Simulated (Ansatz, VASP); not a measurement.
# Te in two plane-wave programs

One calculation is typed for both programs; each brings its own data sets and cutoff. How far apart do they land?

Calculated with Ansatz 0.2.0; plane waves, with VASP 6.6.1 beside it; band structure at HSEsol.

**1. Starting point**

It takes space group P3_121 (No. 152, trigonal). Conventional cell: a = 4.457 Å, b = 4.457 Å, c = 5.929 Å, α = 90.00°, β = 90.00°, γ = 120.00°. Nearest to Te lie 2 Te at 2.84 Å.

Coordinates:

```
Te
1.0
     4.45720    0.00000    0.00000
    -2.22860    3.86005    0.00000
     0.00000    0.00000    5.92900
Te
3
Direct
  0.26330 0.00000 0.33333
  0.00000 0.26330 0.66667
  0.73670 0.73670 0.00000
```

**2. VASP: band structure, HSEsol**

The same path points are solved in both programs, so levels can be compared one by one.

Lines of VASP's logs that name or quote its potential files are left out, and so is its time.

The run reads the wave functions of an earlier VASP run, which isn't shown here.

INCAR reads:

```
SYSTEM = Te
PREC = Accurate
ENCUT = 400
EDIFF = 1E-06
NELM = 100
ISMEAR = 0
SIGMA = 0.02
LREAL = .FALSE.
ALGO = Normal
LHFCALC = .TRUE.
AEXX = 0.25
GGA = PS
HFSCREEN = 0.2
LASPH = .TRUE.
NBANDS = 15
PRECFOCK = Fast
LORBIT = 11
LWAVE = .FALSE.
LCHARG = .FALSE.
KPAR = 4
```

POSCAR reads:

```
Te
1.0
    4.4572000000      0.0000000000      0.0000000000
   -2.2286000000      3.8600484297      0.0000000000
    0.0000000000      0.0000000000      5.9290000000
Te
3
Direct
    0.2633000000      0.0000000000      0.3333333333
    0.0000000000      0.2633000000      0.6666666667
    0.7367000000      0.7367000000      0.0000000000
```

KPOINTS reads:

```
Automatic mesh
0
Gamma
4 4 3
0 0 0
```

KPOINTS_OPT reads:

```
Line mode
6
Line-mode
Reciprocal
  0.00000000   0.00000000   0.00000000 GAMMA
  0.50000000   0.00000000   0.00000000 M

  0.50000000   0.00000000   0.00000000 M
  0.33333333   0.33333333   0.00000000 K

  0.33333333   0.33333333   0.00000000 K
  0.00000000   0.00000000   0.00000000 GAMMA

  0.00000000   0.00000000   0.00000000 GAMMA
  0.00000000   0.00000000   0.50000000 A

  0.00000000   0.00000000   0.50000000 A
  0.50000000   0.00000000   0.50000000 L

  0.50000000   0.00000000   0.50000000 L
  0.33333333   0.33333333   0.50000000 H

  0.33333333   0.33333333   0.50000000 H
  0.00000000   0.00000000   0.50000000 A

  0.50000000   0.00000000   0.50000000 L
  0.50000000   0.00000000   0.00000000 M

  0.33333333   0.33333333   0.00000000 K
  0.33333333   0.33333333   0.50000000 H
```

The projector-augmented-wave data sets are Te (PBE family, release 64).

The run is started by

```
mpirun -np 4 vasp_std
```

Numbers of over 12 decimals in the logs are rounded to 6 here.

The program printed:

```text
[banner, memory and clock lines left out]
running    4 mpi-ranks, on    1 nodes
 distrk:  each k-point on    1 cores,    4 groups
 distr:  one band on    1 cores,    1 groups

 POSCAR found type information on POSCAR Te
 POSCAR found :  1 types and       3 ions
|                                                                             |
|               ----> ADVICE to this user running VASP <----                  |
|                                                                             |
|     You enforced a specific xc type in the INCAR file but a different       |
|     [... a line on the potential file left out ...]
|     I HOPE YOU KNOW WHAT YOU ARE DOING!                                     |
|                                                                             |

 LDA part: xc-table for (Slater+PW92), standard interpolation
 found WAVECAR, reading the header
 POSCAR, INCAR and KPOINTS ok, starting setup
 FFT: planning ... GRIDC
 FFT: planning ... GRID_SOFT
 FFT: planning ... GRID
 reading WAVECAR
 the WAVECAR file was read successfully
 initial charge from wavefunction
 entering main loop
       N       E                     dE             d eps       ncg     rms          rms(c)
DAV:   1    -0.126479513633E+02   -0.12648E+02   -0.25413E+00   277   0.105E+01    0.209E+01
DAV:   2    -0.126629681473E+02   -0.15017E-01   -0.53464E-02   358   0.181E+00    0.144E+01
DAV:   3    -0.126615641724E+02    0.14040E-02   -0.20090E-03   378   0.253E-01    0.910E+00
DAV:   4    -0.126610241844E+02    0.53999E-03   -0.49215E-04   340   0.120E-01    0.553E+00
DAV:   5    -0.126608767436E+02    0.14744E-03   -0.13494E-04   326   0.635E-02    0.334E+00
DAV:   6    -0.126608369074E+02    0.39836E-04   -0.33561E-05   333   0.327E-02    0.200E+00
DAV:   7    -0.126608271792E+02    0.97281E-05   -0.93021E-06   326   0.177E-02    0.120E+00
DAV:   8    -0.126608254801E+02    0.16992E-05   -0.23815E-06   270   0.972E-03    0.715E-01
DAV:   9    -0.126608257406E+02   -0.26053E-06   -0.13108E-06   226   0.779E-03
   1 F= -.12660826E+02 E0= -.12660826E+02  d E =-.973746E-20
 Start KPOINTS_OPT (optional k-point list driver)
k-point batch [1-9\54]
       N       E                     dE             ncg
DAV:   1     0.619835696488E+03   -0.19914E+04      270
DAV:   2    -0.336903674710E+02   -0.65353E+03      354
DAV:   3    -0.111496129076E+03   -0.77806E+02      333
DAV:   4    -0.113753609725E+03   -0.22575E+01      419
DAV:   5    -0.113778576244E+03   -0.24967E-01      340
DAV:   6    -0.113778860935E+03   -0.28469E-03      405
DAV:   7    -0.113778864600E+03   -0.36652E-05      264
DAV:   8    -0.113778864676E+03   -0.75375E-07      268
[...]
k-point batch [46-54\54]
       N       E                     dE             ncg
DAV:   1     0.516592569572E+03   -0.37935E+04      270
DAV:   2    -0.871434820178E+02   -0.60374E+03      347
DAV:   3    -0.150884230727E+03   -0.63741E+02      333
DAV:   4    -0.152893733539E+03   -0.20095E+01      412
DAV:   5    -0.152917567870E+03   -0.23834E-01      340
DAV:   6    -0.152917824308E+03   -0.25644E-03      384
DAV:   7    -0.152917827678E+03   -0.33708E-05      262
DAV:   8    -0.152917827758E+03   -0.80022E-07      240
```

OUTCAR, selected parts (step 2):

```text
ion  position               nearest neighbor table
   1  0.263  0.000  0.333-   3 2.84   2 2.84   3 3.49   3 3.49   2 3.49   2 3.49
   2  0.000  0.263  0.667-   3 2.84   1 2.84   3 3.49   3 3.49   1 3.49   1 3.49
   3  0.737  0.737  0.000-   2 2.84   1 2.84   1 3.49   2 3.49   2 3.49   1 3.49

  LATTYP: Found a hexagonal cell.
 ALAT       =     4.4572000000
 C/A-ratio  =     1.3302073050

 Subroutine GETGRP returns: Found  6 space group operations
 (whereof  2 operations were pure point group operations)

The static configuration has the point symmetry C_2 .
 The point group associated with its full space group is D_3 .

 Found      9 irreducible k-points:

   k-points           NKPTS =      9   k-points in BZ     NKDIM =     48   number of bands    NBANDS=     15

   dimension x,y,z NGX =    30 NGY =   30 NGZ =   40
   dimension x,y,z NGXF=    60 NGYF=   60 NGZF=   80

   ENCUT  =  400.0 eV  29.40 Ry    5.42 a.u.   7.27  7.27  9.67*2*pi/ulx,y,z

   NELECT =      18.0000    total number of electrons

 k-points in reciprocal lattice and weights: Automatic mesh
   0.00000000  0.00000000  0.00000000       0.021
   0.25000000  0.00000000  0.00000000       0.125
   0.50000000  0.00000000  0.00000000       0.062
   0.25000000  0.25000000  0.00000000       0.125
   0.00000000  0.00000000  0.33333333       0.042
   0.25000000  0.00000000  0.33333333       0.125
   0.00000000  0.25000000  0.33333333       0.125
   0.50000000  0.00000000  0.33333333       0.125
   0.25000000  0.25000000  0.33333333       0.250

  exchange ACFDT corr.  =         0.00000000  see jH, gK, PRB 81, 115126

 average (electrostatic) potential at core
       1 -85.2076       2 -85.2076       3 -85.2076

 E-fermi :   5.2678

 k-point     1 :       0.0000    0.0000    0.0000
  band No.  band energies     occupation
    ...
      5       2.4504      2.00000
      6       2.4504      2.00000
      7       3.5800      2.00000
      8       3.5800      2.00000
      9       4.5738      2.00000
     10       6.9957      0.00000
     11       6.9957      0.00000
     12       7.7205      0.00000
     13      11.0016      0.00000
     14      11.0016      0.00000
    ...

 k-point     2 :       0.2500    0.0000    0.0000
  band No.  band energies     occupation
    ...
      5       1.1991      2.00000
      6       1.7302      2.00000
      7       3.7525      2.00000
      8       4.3046      2.00000
      9       4.5198      2.00000
     10       6.8531      0.00000
     11       7.0812      0.00000
     12       7.9983      0.00000
     13       9.8712      0.00000
     14      11.3751      0.00000
    ...

 k-point     3 :       0.5000    0.0000    0.0000
  band No.  band energies     occupation
    ...
      5       0.5982      2.00000
      6       1.5269      2.00000
      7       1.5923      2.00000
      8       4.2296      2.00000
      9       4.4893      2.00000
     10       6.8342      0.00000
     11       6.9753      0.00000
     12       8.9830      0.00000
     13       9.9873      0.00000
     14      13.5302      0.00000
    ...

  energy-cutoff  :      400.00
  volume of cell :      102.01
      direct lattice vectors                 reciprocal lattice vectors
     4.457200000  0.000000000  0.000000000     0.224356098  0.129532054  0.000000000
    -2.228600000  3.860048430  0.000000000     0.000000000  0.259064107  0.000000000
     0.000000000  0.000000000  5.929000000     0.000000000  0.000000000  0.168662506

 POSITION                                       TOTAL-FORCE (eV/Angst)
 -----------------------------------------------------------------------------------
      1.17358      0.00000      1.97633        -0.178027     -0.000000      0.000000
     -0.58679      1.01635      3.95267         0.089014     -0.154176     -0.000000
      1.64181      2.84370      0.00000         0.089014      0.154176      0.000000
 -----------------------------------------------------------------------------------
    total drift:                               -0.000000     -0.000000     -0.000000

  FREE ENERGIE OF THE ION-ELECTRON SYSTEM (eV)
  ---------------------------------------------------
  free  energy   TOTEN  =       -12.6608257406 eV

  energy  without entropy=      -12.6608257406  energy(sigma->0) =      -12.66082574

 total charge
# of ion       s       p       d       tot
------------------------------------------
    1        1.393   1.929   0.044   3.367
    2        1.393   1.929   0.044   3.367
    3        1.393   1.929   0.044   3.367
--------------------------------------------------
tot          4.179   5.787   0.133  10.100

[... 3 further parts left out ...]
```

The k-mesh is coarse for exact exchange; levels may shift by about 0.1 eV on a finer one. Spin-orbit coupling is off here; with elements this heavy it splits and shifts levels by tenths of an eV or more. The PAW data sets were made with PBE, which is usual practice but a small mismatch for other functionals.

[end of part 1 of 2]

[Lines on the potential files, build, host, timing and source positions are cut from VASP's logs without a mark.]

[Logs are printed without paths, hosts, clocks, repeated set-up lines and the standing remarks that a program may print on its own settings, such as how far it seeks lower states.]

[Hosts, paths, dates, database ids (printed as entryN), source tags and the programs' standing remarks are cut or masked in the printed files.]
